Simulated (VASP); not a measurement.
Method: LDA (Ceperley-Alder, Perdew-Zunger), VASP's LDA PAW potentials (set 64) (plane waves; VASP).

Input for VASP

**POSCAR**
```
ZnSe
4.021240
  0.0000000000   0.7071067001   0.7071067001
  0.7071067001   0.0000000000   0.7071067001
  0.7071067001   0.7071067001   0.0000000000
Zn Se
1 1
Cartesian
  0.0000000000   0.0000000000   0.0000000000
  0.3535533500   0.3535533500   0.3535533500
```

KPOINTS:
```
Automatic
0
Gamma
8 8 8
```

**INCAR**
```
SYSTEM = ZnSe
PREC = Accurate
ENCUT = 520
EDIFF = 1E-7
NELM = 100
ALGO = Normal
LREAL = .FALSE.
LASPH = .TRUE.
ISMEAR = 0
SIGMA = 0.05
LMAXMIX = 4
LWAVE = .FALSE.
LCHARG = .FALSE.
ISIF = 2
```

POTCAR, in this order: Zn Se (LDA.64 set). Program: vasp_std.

The run wrote:

OSZICAR:
```
       N       E                     dE             d eps       ncg     rms          rms(c)
DAV:   1     0.845145950120E+02    0.84515E+02   -0.91706E+03   754   0.157E+03
DAV:   2    -0.173606038799E+01   -0.86251E+02   -0.82455E+02   809   0.271E+02
DAV:   3    -0.758449648117E+01   -0.58484E+01   -0.58151E+01   914   0.699E+01
DAV:   4    -0.764658823630E+01   -0.62092E-01   -0.62078E-01   799   0.778E+00
DAV:   5    -0.764696183089E+01   -0.37359E-03   -0.37359E-03   904   0.572E-01    0.489E+00
DAV:   6    -0.736872179413E+01    0.27824E+00   -0.71930E-01  1055   0.299E+01    0.370E+00
DAV:   7    -0.734520053473E+01    0.23521E-01   -0.18068E-01   809   0.459E+00    0.152E+00
DAV:   8    -0.734115129836E+01    0.40492E-02   -0.31871E-03  1064   0.701E-01    0.418E-01
DAV:   9    -0.734059757393E+01    0.55372E-03   -0.90755E-04   904   0.295E-01    0.617E-02
DAV:  10    -0.734061214329E+01   -0.14569E-04   -0.78659E-05   819   0.997E-02    0.161E-02
DAV:  11    -0.734061111596E+01    0.10273E-05   -0.61461E-06  1047   0.503E-02    0.355E-03
DAV:  12    -0.734061116499E+01   -0.49027E-07   -0.15671E-06   859   0.107E-02    0.207E-03
DAV:  13    -0.734061115922E+01    0.57707E-08   -0.68152E-08   547   0.302E-03
   1 F= -.73406112E+01 E0= -.73406112E+01  d E =-.570733E-13
```

File OUTCAR:
```
------------------------ aborting loop because EDIFF is reached ----------------------------------------
  FORCE on cell =-STRESS in cart. coord.  units (eV):
  Direction    XX          YY          ZZ          XY          YZ          ZX
  --------------------------------------------------------------------------------------
  Total       -1.0492008     -1.0492008     -1.0492008      0.0000000     -0.0000000      0.0000000
  in kB      -36.5598463    -36.5598463    -36.5598463      0.0000000     -0.0000000      0.0000000
  external PRESSURE =     -36.5598463 kB  Pullay stress =       0.0000000 kB
  volume of cell :       45.98
      direct lattice vectors                 reciprocal lattice vectors
     0.000000000  2.843445747  2.843445747    -0.175842989  0.175842989  0.175842989
     2.843445747  0.000000000  2.843445747     0.175842989 -0.175842989  0.175842989
     2.843445747  2.843445747  0.000000000     0.175842989  0.175842989 -0.175842989
  FREE ENERGIE OF THE ION-ELECTRON SYSTEM (eV)
  ---------------------------------------------------
  free  energy   TOTEN  =        -7.3406111592 eV

  energy  without entropy=       -7.3406111592  energy(sigma->0) =       -7.34061116
```
(Selected blocks of OUTCAR.)

OUTCAR:
```
 val. band max:        1.4186093664   @ k =   0.0000   0.0000   0.0000

 cond. band min:       2.4461804346   @ k =   0.0000   0.0000   0.0000


 Fermi energy:         1.6519899710

 k-point     1 :       0.0000    0.0000    0.0000
  band No.  band energies     occupation
      1     -11.8065      2.00000
      2      -5.2215      2.00000
      3      -5.2215      2.00000
      4      -5.2215      2.00000
      5      -4.8712      2.00000
      6      -4.8712      2.00000
      7       1.4186      2.00000
      8       1.4186      2.00000
      9       1.4186      2.00000
     10       2.4462      0.00000
     11       7.1227      0.00000
     12       7.1227      0.00000
     13       7.1227      0.00000

 k-point     2 :       0.1250    0.0000    0.0000
  band No.  band energies     occupation
      1     -11.7072      2.00000
      2      -5.2138      2.00000
      3      -5.2063      2.00000
      4      -5.2063      2.00000
      5      -4.8726      2.00000
      6      -4.8726      2.00000
      7       0.0469      2.00000
      8       1.2675      2.00000
      9       1.2675      2.00000
     10       3.4885      0.00000
     11       7.0331      0.00000
     12       7.3740      0.00000
     13       7.3740      0.00000

 k-point     3 :       0.2500    0.0000    0.0000
  band No.  band energies     occupation
      1     -11.4496      2.00000
      2      -5.1730      2.00000
      3      -5.1730      2.00000
      4      -5.1567      2.00000
      5      -4.8713      2.00000
      6      -4.8712      2.00000
      7      -1.6713      2.00000
      8       0.9454      2.00000
      9       0.9454      2.00000
     10       3.9702      0.00000
     11       7.7499      0.00000
     12       7.7499      0.00000
     13       7.7981      0.00000

 k-point     4 :       0.3750    0.0000    0.0000
  band No.  band energies     occupation
      1     -11.1608      2.00000
      2      -5.1464      2.00000
      3      -5.1464      2.00000
...
```

The compound is ZnSe in the zinc blende structure. This cell is one point of a volume scan, at 1.06 of the reference volume.
